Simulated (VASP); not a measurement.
Level of theory: PBEsol GGA with spin-orbit coupling, VASP's PBE PAW potentials (set 64) (plane waves; VASP).

Input for VASP

### KPOINTS_OPT
```
k-points along high-symmetry lines
8
Line-mode
Reciprocal
  0.000000   0.000000   0.000000 ! GAMMA
  0.000000   0.500000   0.000000 ! X

  0.000000   0.500000   0.000000 ! X
  0.500000   0.500000   0.000000 ! M

  0.500000   0.500000   0.000000 ! M
  0.000000   0.000000   0.000000 ! GAMMA

  0.000000   0.000000   0.000000 ! GAMMA
  0.500000   0.500000   0.500000 ! R

  0.500000   0.500000   0.500000 ! R
  0.000000   0.500000   0.000000 ! X

  0.500000   0.500000   0.500000 ! R
  0.500000   0.500000   0.000000 ! M
```

INCAR:
```
SYSTEM = CsI
PREC = Accurate
ENCUT = 400
EDIFF = 1E-6
NELM = 100
ALGO = Normal
LREAL = .FALSE.
LASPH = .TRUE.
ISMEAR = 0
SIGMA = 0.05
GGA = PS
LMAXMIX = 4
LWAVE = .FALSE.
LCHARG = .FALSE.
LSORBIT = .TRUE.
MAGMOM = 0 0 0 0 0 0
GGA_COMPAT = .FALSE.
```

KPOINTS:
```
K-points
0
gamma
  5 5 5
```

File POSCAR:
```
CsI
1
    4.5164468370     0.0000000000     0.0000000000
    0.0000000000     4.5164468370     0.0000000000
    0.0000000000     0.0000000000     4.5164468370
Cs I
1 1
Direct
  0.0000000000   0.0000000000   0.0000000000
  0.5000000000   0.5000000000   0.5000000000
```

POTCAR, in this order: Cs_sv I (PBE.64 set). Program: vasp_ncl.

### Question
What will the output report for the number of irreducible k-points (NKPTS), number of bands (NBANDS), largest plane-wave count, number of space-group operations, FFT grid (NGX, NGY, NGZ)?

### Answer

The number of irreducible k-points (NKPTS) is 10 and the number of bands (NBANDS) comes out as 24. The largest plane-wave count is 3486, the number of space-group operations comes out as 48 and the FFT grid (NGX, NGY, NGZ) is 30 × 30 × 30.

The compound is CsI in the CsCl type structure. It was relaxed first.
